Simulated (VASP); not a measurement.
# YSi2Ir2: structure and properties in VASP, part 2 of 4

Wanted: the relaxed cell of YSi2Ir2 and its properties. The start is a computed cell from the Materials Project.

VASP 6.6.1; LDA; plane waves and PAW (Y_sv, Si, Ir).

Still holding for the runs below: This run has no spin polarisation. Its electron count is odd, so without a moment it is a metal by construction. The k-mesh is coarse for a metal.

So far. Step 2 (Full relaxation (LDA)): It ends with a largest force of 0.007 eV/Å and a pressure of 0.00 GPa. Step 3 (Second relaxation): It ends with a largest force of 0.006 eV/Å and a pressure of -0.01 GPa. The volume moved by under 0.01 %: the run met its threshold at the first step.

### Step 4. Density, ELF and potential (LDA)

A single point on the relaxed cell gives a clean self-consistent state, with density, ELF and potential written out.

The input, INCAR:

```
SYSTEM = YSi2Ir2
PREC = Accurate
ENCUT = 400
EDIFF = 1E-06
NELM = 100
ISMEAR = 1
SIGMA = 0.2
LREAL = .FALSE.
ALGO = Normal
GGA = CA
NBANDS = 24
LASPH = .TRUE.
LORBIT = 11
LWAVE = .FALSE.
LCHARG = .TRUE.
ISIF = 2
LELF = .TRUE.
LVHAR = .TRUE.
```

The input, POSCAR:

```
YSi2Ir2
1.0
   -4.0174228643      0.0000000000      0.0000000000
    0.0000000000      4.0174228643      0.0000000000
    2.0087114321     -2.0087114321     -4.9312135971
Y Si Ir
1 2 2
Direct
    0.0000000000      0.0000000000      0.0000000000
    0.3792189320      0.3792189320      0.7584378640
    0.6207810680      0.6207810680      0.2415621360
    0.7500000000      0.2500000000      0.5000000000
    0.2500000000      0.7500000000      0.5000000000
```

The input, KPOINTS:

```
Automatic mesh
0
Gamma
5 5 5
0 0 0
```

PAW data sets: Y_sv, Si and Ir (LDA family, release 64).

Started as:

```bash
> mpirun -np 4 vasp_std
```

Log:

```text
[banner, memory and clock lines left out]
running    4 mpi-ranks, on    1 nodes
 distrk:  each k-point on    4 cores,    1 groups
 distr:  one band on    1 cores,    4 groups

 POSCAR found type information on POSCAR Y SiIr
 POSCAR found :  3 types and       5 ions
 LDA part: xc-table for (Slater(with rela. corr.)+CA(PZ))
 , standard interpolation
 POSCAR, INCAR and KPOINTS ok, starting setup
 FFT: planning ... GRIDC
 FFT: planning ... GRID_SOFT
 FFT: planning ... GRID
 WAVECAR not read
 entering main loop
       N       E                     dE             d eps       ncg     rms          rms(c)
[... 1 cycle as in an earlier step ...]
DAV:   2    -0.289687612875E+02   -0.26088E+03   -0.24945E+03   872   0.365E+02
DAV:   3    -0.469188580922E+02   -0.17950E+02   -0.17367E+02  1280   0.804E+01
DAV:   4    -0.476278856797E+02   -0.70903E+00   -0.70746E+00  1344   0.170E+01
DAV:   5    -0.476412903009E+02   -0.13405E-01   -0.13402E-01  1288   0.179E+00    0.392E+01
DAV:   6    -0.456810148373E+02    0.19603E+01   -0.76937E+00  1416   0.234E+01    0.204E+01
DAV:   7    -0.453604036147E+02    0.32061E+00   -0.21439E+00  1408   0.989E+00    0.123E+01
DAV:   8    -0.452749338384E+02    0.85470E-01   -0.62074E-01  1328   0.696E+00    0.233E+00
DAV:   9    -0.452636127629E+02    0.11321E-01   -0.70347E-02  1264   0.190E+00    0.471E-01
DAV:  10    -0.452634387553E+02    0.17401E-03   -0.48646E-03  1320   0.546E-01    0.178E-01
DAV:  11    -0.452633934012E+02    0.45354E-04   -0.38342E-04  1312   0.140E-01    0.849E-02
DAV:  12    -0.452633887523E+02    0.46489E-05   -0.37417E-05  1216   0.484E-02    0.182E-02
DAV:  13    -0.452633886335E+02    0.11881E-06   -0.52645E-06  1184   0.155E-02
   1 F= -.45263389E+02 E0= -.45259788E+02  d E =-.108032E-01
```

The job ended after 9.2 s (4 MPI ranks of Intel Xeon Platinum 8259CL at 2.50GHz (Skylake/Cascade Lake), shared host; peak memory 0.52 GiB; 34 s of CPU time).

OUTCAR, selected parts (step 4):

```text
The static configuration has the point symmetry D_4h.

 Found     18 irreducible k-points:

   NELECT =      37.0000    total number of electrons

 E-fermi :   8.5359

  Total        0.0034384      0.0034384     -0.0269423      0.0000000      0.0000000     -0.0000000
  in kB        0.0692173      0.0692173     -0.5423699      0.0000000      0.0000000     -0.0000000
  external PRESSURE =      -0.1346451 kB  Pullay stress =       0.0000000 kB

 POSITION                                       TOTAL-FORCE (eV/Angst)
 -----------------------------------------------------------------------------------
      0.00000      0.00000      0.00000         0.000000     -0.000000     -0.000000
     -0.00000      0.00000     -3.74002         0.000000     -0.000000      0.006329
     -2.00871      2.00871     -1.19119        -0.000000      0.000000     -0.006329
     -2.00871      0.00000     -2.46561         0.000000     -0.000000      0.000000
     -0.00000      2.00871     -2.46561        -0.000000      0.000000     -0.000000
 -----------------------------------------------------------------------------------
    total drift:                               -0.000000      0.000000     -0.000000

  FREE ENERGIE OF THE ION-ELECTRON SYSTEM (eV)
  ---------------------------------------------------
  free  energy   TOTEN  =       -45.2633886335 eV

  energy  without entropy=      -45.2525854829  energy(sigma->0) =      -45.25978758

[... 16 parts as in an earlier step ...]
```

This step gave:

```
SCF cycles : 13
```

Valence electrons inside each PAW sphere by angular momentum. Sphere charges, by row:

| atom | s (e) | p (e) | d (e) | f (e) | tot (e) |
| --- | --- | --- | --- | --- | --- |
| Y1 | 2.177 | 6.391 | 1.047 | 0.051 | 9.666 |
| Si2 | 0.74 | 0.952 | 0 | 0 | 1.693 |
| Si3 | 0.74 | 0.952 | 0 | 0 | 1.693 |
| Ir4 | 0.687 | 0.754 | 7.263 | 0 | 8.704 |
| Ir5 | 0.687 | 0.754 | 7.263 | 0 | 8.704 |

ELF in the ac plane of the conventional cell at fractional y = 0.000, with atoms of Y and Si and Ir within 0.2 Å of it. It is the smooth field of the valence electrons, not physical close to the nuclei.

Ten even steps from '_' (0.02) to '@' (0.87), each cell a mean:
```
######++....::::....::**####
##**++::..::------::..--**##
::......--========--::....::
__..::--====------==--::..__
..::::----::____..::----::..
::------::________..------::
==++++++--..______::==++++==
--++****++--::..::==******==
__--**##**====--==++####++..
..--++##**++======++****==::
%%####**++==------==++####%%
@@@@%%**==::::::::--++##%%@@
@@@@%%**==--::::::--++##%%@@
++******++========++******++
__::++##**++======++####==..
..--**##**==----==++**##++::
==++****==::..__..--++****==
--======--________..========
::::------..______..----::::
....::--==--::..::------::..
____..::--====--====--::..__
==--::..::--======--....--==
####**--....::--::....++####
######++..__......__--**####
```
Columns run along a (4.0 Å), rows up along c (9.9 Å), edges of the conventional cell, whose origin can differ from the input's. Atoms in or near the plane, at fractional coordinates: Y at (0.00, 0.00), Si at (0.00, 0.62), Si at (0.00, 0.38), Ir at (0.50, 0.75), Ir at (0.50, 0.25).

Electrostatic potential energy in the ac plane of the conventional cell at fractional y = 0.000, with atoms of Y and Si and Ir within 0.2 Å of it. With pseudopotentials it is smooth inside the atoms' cores, unlike the true potential.

Ten even steps from '0' (-78 eV) to '9' (2 eV), each cell a mean:
```
66789999998776
77889999999877
88999999999998
99999887899999
99997644568999
99986432357999
88987533457998
35788765678864
00489998999720
00589999999730
46899999999875
89999999999998
78999999999988
23799999999852
00489999999720
01589887888730
67887644568886
99986432357999
99987533458999
99998765679999
99999998999999
88899999999988
77789999998877
66788999998776
```
Columns run along a (4.0 Å; values clipped at the 3rd and 97th percentile), rows up along c (9.9 Å), edges of the conventional cell, whose origin can differ from the input's. Atoms in or near the plane, at fractional coordinates: Y at (0.00, 0.00), Si at (0.00, 0.62), Si at (0.00, 0.38), Ir at (0.50, 0.75), Ir at (0.50, 0.25).

Valence density in the ac plane of the conventional cell at fractional y = 0.000, with atoms of Y and Si and Ir within 0.2 Å of it. It is the smooth field of the valence electrons, not physical close to the nuclei.

Ten even steps from '0' (-0.1 e/Å³) to '9' (4.6 e/Å³), each cell a mean:
```
87410000000258
43100000000123
00000000000000
00000111110000
00001233321000
00012355432100
00112344432110
01111223221110
00111111111100
00000000000100
11000000000011
11000000000011
11000000000011
00000000000010
00110000000100
00111111111110
01112333321111
00012355432100
00012344431000
00001223211000
00000111100000
11000000000011
65210000000135
98410000000369
```
Columns run along a (4.0 Å), rows up along c (9.9 Å), edges of the conventional cell, whose origin can differ from the input's. Atoms in or near the plane, at fractional coordinates: Y at (0.00, 0.00), Si at (0.00, 0.62), Si at (0.00, 0.38), Ir at (0.50, 0.75), Ir at (0.50, 0.25).

In this run the pressure is -0.01 GPa, small enough to go on.

### Step 5. Bands along the symmetry lines (LDA)

The mesh alone shows little of the dispersion and can miss band extrema, so KPOINTS_OPT adds a path through the symmetry points after the self-consistent cycle.

The input, INCAR:

```
SYSTEM = YSi2Ir2
PREC = Accurate
ENCUT = 400
EDIFF = 1E-06
NELM = 100
ISMEAR = 1
SIGMA = 0.2
LREAL = .FALSE.
ALGO = Normal
GGA = CA
NBANDS = 33
LASPH = .TRUE.
LORBIT = 11
LWAVE = .FALSE.
LCHARG = .FALSE.
KPAR = 4
```

POSCAR is that of step 4.

KPOINTS is that of step 4.

The input, KPOINTS_OPT:

```
Line mode
16
Line-mode
Reciprocal
  0.00000000   0.00000000   0.00000000 GAMMA
  0.50000000   0.50000000  -0.50000000 X

  0.50000000   0.50000000  -0.50000000 X
  0.58296549   0.41703451  -0.50000000 Y

  0.58296549   0.41703451  -0.50000000 Y
  0.58296549   0.00000000  -0.29148274 S

  0.58296549   0.00000000  -0.29148274 S
  0.00000000   0.00000000   0.00000000 GAMMA

  0.00000000   0.00000000   0.00000000 GAMMA
  0.00000000   0.00000000   0.50000000 Z

  0.00000000   0.00000000   0.50000000 Z
  0.41703451   0.00000000   0.29148274 S1

  0.41703451   0.00000000   0.29148274 S1
  0.50000000   0.00000000   0.00000000 N

  0.50000000   0.00000000   0.00000000 N
  0.50000000   0.50000000  -0.25000000 P

  0.50000000   0.50000000  -0.25000000 P
  0.41703451   0.41703451   0.08296549 Y1

  0.41703451   0.41703451   0.08296549 Y1
  0.00000000   0.00000000   0.50000000 Z

  0.50000000   0.50000000  -0.50000000 X
  0.50000000   0.50000000  -0.25000000 P
```

Started as:

```bash
> mpirun -np 4 vasp_std
```

Log:

```text
[... set-up lines as in an earlier step ...]
 entering main loop
       N       E                     dE             d eps       ncg     rms          rms(c)
DAV:   1     0.204340483483E+03    0.20434E+03   -0.13537E+04  1188   0.865E+02
DAV:   2    -0.342422299361E+02   -0.23858E+03   -0.21253E+03  1203   0.255E+02
DAV:   3    -0.471799941199E+02   -0.12938E+02   -0.12614E+02  1624   0.613E+01
DAV:   4    -0.476329436869E+02   -0.45295E+00   -0.45066E+00  1711   0.104E+01
DAV:   5    -0.476412086671E+02   -0.82650E-02   -0.82621E-02  1631   0.118E+00    0.392E+01
DAV:   6    -0.456754963659E+02    0.19657E+01   -0.40848E+00  1770   0.170E+01    0.205E+01
DAV:   7    -0.453623319852E+02    0.31316E+00   -0.10442E+00  1758   0.740E+00    0.120E+01
DAV:   8    -0.452760050679E+02    0.86327E-01   -0.39246E-01  1788   0.514E+00    0.249E+00
DAV:   9    -0.452635518045E+02    0.12453E-01   -0.41031E-02  1425   0.156E+00    0.533E-01
DAV:  10    -0.452634336030E+02    0.11820E-03   -0.48636E-03  1645   0.386E-01    0.187E-01
DAV:  11    -0.452633913448E+02    0.42258E-04   -0.23105E-04  1589   0.110E-01    0.967E-02
DAV:  12    -0.452633892972E+02    0.20476E-05   -0.25927E-05  1502   0.386E-02    0.214E-02
DAV:  13    -0.452633886616E+02    0.63554E-06   -0.31969E-06  1509   0.147E-02
   1 F= -.45263389E+02 E0= -.45259788E+02  d E =-.108026E-01
 Start KPOINTS_OPT (optional k-point list driver)
k-point batch [1-18\176]
       N       E                     dE             ncg
DAV:   1     0.375108835404E+04   -0.85124E+04     1188
DAV:   2    -0.389843765335E+03   -0.41409E+04     1221
DAV:   3    -0.596893199399E+03   -0.20705E+03     1663
DAV:   4    -0.603241992821E+03   -0.63488E+01     1760
DAV:   5    -0.603318276616E+03   -0.76284E-01     1623
DAV:   6    -0.603320588244E+03   -0.23116E-02     1808
DAV:   7    -0.603320596151E+03   -0.79071E-05     1544
DAV:   8    -0.603320596261E+03   -0.10997E-06     1232
[...]
k-point batch [163-176\176]
       N       E                     dE             ncg
DAV:   1     0.637246843480E+04   -0.13263E+05      924
DAV:   2     0.301186053214E+04   -0.33606E+04      933
DAV:   3     0.284639537588E+04   -0.16547E+03     1279
DAV:   4     0.284032770592E+04   -0.60677E+01     1384
DAV:   5     0.284028256722E+04   -0.45139E-01     1240
DAV:   6     0.284028170008E+04   -0.86714E-03     1424
DAV:   7     0.284028168843E+04   -0.11647E-04     1240
DAV:   8     0.284028168790E+04   -0.53274E-06     1023
```

The job ended after 50 s (4 MPI ranks; peak memory 0.8 GiB).

OUTCAR, selected parts (step 5):

```text
   k-points           NKPTS =     18   k-points in BZ     NKDIM =     18   number of bands    NBANDS=     33

   NELECT =      37.0000    total number of electrons

 E-fermi :   8.5359

 k-point     1 :       0.0000    0.0000    0.0000
  band No.  band energies     occupation
    ...
     15       6.3923      2.00000
     16       7.4454      2.00000
     17       7.4454      2.00000
     18       7.4974      2.00000
     19       7.8894      2.00005
     20       9.3276     -0.00000
     21      10.9288     -0.00000
     22      10.9288     -0.00000
     23      11.1853     -0.00000
     24      12.2125     -0.00000
    ...

  Total        0.0076827      0.0076827     -0.0219638      0.0000000      0.0000000     -0.0000000
  in kB        0.1546594      0.1546594     -0.4421499      0.0000000      0.0000000     -0.0000000
  external PRESSURE =      -0.0442770 kB  Pullay stress =       0.0000000 kB

 POSITION                                       TOTAL-FORCE (eV/Angst)
 -----------------------------------------------------------------------------------
      0.00000      0.00000      0.00000         0.000000     -0.000000     -0.000000
     -0.00000      0.00000     -3.74002         0.000000     -0.000000      0.006612
     -2.00871      2.00871     -1.19119        -0.000000      0.000000     -0.006612
     -2.00871      0.00000     -2.46561         0.000000      0.000000      0.000000
     -0.00000      2.00871     -2.46561        -0.000000     -0.000000     -0.000000
 -----------------------------------------------------------------------------------
    total drift:                               -0.000000      0.000000     -0.000000

  FREE ENERGIE OF THE ION-ELECTRON SYSTEM (eV)
  ---------------------------------------------------
  free  energy   TOTEN  =       -45.2633886616 eV

  energy  without entropy=      -45.2525860166  energy(sigma->0) =      -45.25978778

[... 8 parts as in an earlier step ...]

[... 8 further parts left out ...]
```

Spin-orbit coupling is off here; with elements this heavy it splits and shifts levels by tenths of an eV or more. The cell is typed on its shortest vectors, so the axes of tensors and the coordinates of k-points follow the printed cell and not the standard setting.

Numbers from this step:

| Quantity | Value |
| --- | --- |
| bands | 33 |
| pressure | -0.004428 GPa |

Electronic bands along the path, in eV, zero at the Fermi level; # counts the bands kept, so #1 is VASP's band 6:

| point | #11 | #12 | #13 | #14 | #15 | #16 | #17 | #18 |
| --- | --- | --- | --- | --- | --- | --- | --- | --- |
| Γ | -1.09 | -1.09 | -1.04 | -0.65 | 0.79 | 2.39 | 2.39 | 2.65 |
| 0.47 of the way | -1.95 | -1.92 | -1.34 | -0.93 | 0.35 | 1.28 | 3.57 | 3.98 |
| X | -1.88 | -1.77 | -1.69 | -1.59 | 1.13 | 1.36 | 3.65 | 3.69 |
| 0.53 of the way | -2.08 | -1.77 | -1.76 | -1.16 | 1.13 | 1.37 | 3.68 | 3.69 |
| Y | -2.38 | -1.79 | -1.49 | -0.72 | 1.13 | 1.40 | 3.62 | 3.76 |
| 0.47 of the way | -2.64 | -2.03 | -0.88 | 0.29 | 1.20 | 1.96 | 3.26 | 3.33 |
| S | -2.88 | -2.77 | -0.17 | 0.10 | 0.90 | 2.63 | 2.84 | 3.40 |
| 0.47 of the way | -2.27 | -2.22 | -0.98 | -0.76 | 0.41 | 1.57 | 2.39 | 4.69 |
| Γ | -1.09 | -1.09 | -1.04 | -0.65 | 0.79 | 2.39 | 2.39 | 2.65 |
| 0.47 of the way | -0.95 | -0.84 | -0.84 | 0.55 | 0.79 | 2.44 | 3.10 | 3.10 |
| Z | -0.44 | -0.44 | -0.34 | 0.79 | 1.87 | 2.21 | 3.65 | 3.72 |
| 0.53 of the way | -1.66 | -1.46 | 0.54 | 0.64 | 2.05 | 2.33 | 2.47 | 3.06 |
| S1 | -2.88 | -2.77 | -0.17 | 0.10 | 0.90 | 2.63 | 2.84 | 3.40 |
| 0.53 of the way | -2.97 | -2.69 | -0.95 | -0.02 | 1.36 | 2.60 | 2.89 | 3.61 |
| N | -3.08 | -2.40 | -1.49 | -0.10 | 2.03 | 2.20 | 3.08 | 3.69 |
| 0.47 of the way | -2.39 | -2.38 | -1.37 | -0.35 | 1.53 | 1.70 | 2.68 | 3.73 |
| P | -1.77 | -1.77 | -1.74 | -1.72 | 1.27 | 1.27 | 3.17 | 4.19 |
| 0.47 of the way | -2.04 | -1.78 | -1.76 | -1.30 | 1.19 | 1.35 | 3.27 | 4.10 |
| Y1 | -2.38 | -1.79 | -1.49 | -0.72 | 1.13 | 1.40 | 3.62 | 3.76 |
| 0.47 of the way | -2.01 | -1.89 | 0.70 | 1.11 | 1.62 | 2.21 | 2.52 | 2.85 |
| Z | -0.44 | -0.44 | -0.34 | 0.79 | 1.87 | 2.21 | 3.65 | 3.72 |
| jump to X | -1.88 | -1.77 | -1.69 | -1.59 | 1.13 | 1.36 | 3.65 | 3.69 |
| 0.53 of the way | -1.85 | -1.75 | -1.70 | -1.66 | 1.18 | 1.33 | 3.29 | 4.05 |
| P | -1.77 | -1.77 | -1.74 | -1.72 | 1.27 | 1.27 | 3.17 | 4.19 |

Of the projections kept (Y, Si, Ir), the largest for each band there; the rest of the weight can lie on other orbitals:

| point | #11 | #12 | #13 | #14 | #15 | #16 | #17 | #18 |
| --- | --- | --- | --- | --- | --- | --- | --- | --- |
| Γ | Ir 0.60 | Ir 0.60 | Ir 0.88 | Y 0.51 | Ir 1.00 | Ir 0.45 | Ir 0.45 | Y 0.96 |
| X | Ir 0.65 | Ir 0.99 | Ir 1.00 | Ir 0.45 | Ir 0.90 | Ir 0.92 | Si 0.62 | Y 0.99 |
| Y | Ir 0.88 | Ir 0.99 | Ir 0.68 | Ir 0.68 | Ir 0.90 | Ir 0.84 | Y 0.94 | Si 0.52 |
| S | Ir 0.90 | Ir 0.97 | Ir 0.63 | Ir 0.49 | Ir 0.60 | Y 0.58 | Y 0.68 | Y 0.84 |
| Γ | Ir 0.60 | Ir 0.60 | Ir 0.88 | Y 0.51 | Ir 1.00 | Ir 0.45 | Ir 0.45 | Y 0.96 |
| Z | Ir 0.75 | Ir 0.75 | Y 0.42 | Ir 1.00 | Ir 0.63 | Y 1.00 | Y 0.75 | Y 0.83 |

There is no gap at this level.

(Part 2 of 4 ends here.)

[Lines on the potential files, build, host, timing and source positions are cut from VASP's logs without a mark.]

[Logs are printed without paths, hosts, clocks, repeated set-up lines and the standing remarks that a program may print on its own settings, such as how far it seeks lower states.]

[Hosts, paths, dates, database ids (printed as entryN), source tags and the programs' standing remarks are cut or masked in the printed files.]

[A measured line is paired with the nearest computed mode of its activity, which favours agreement.]
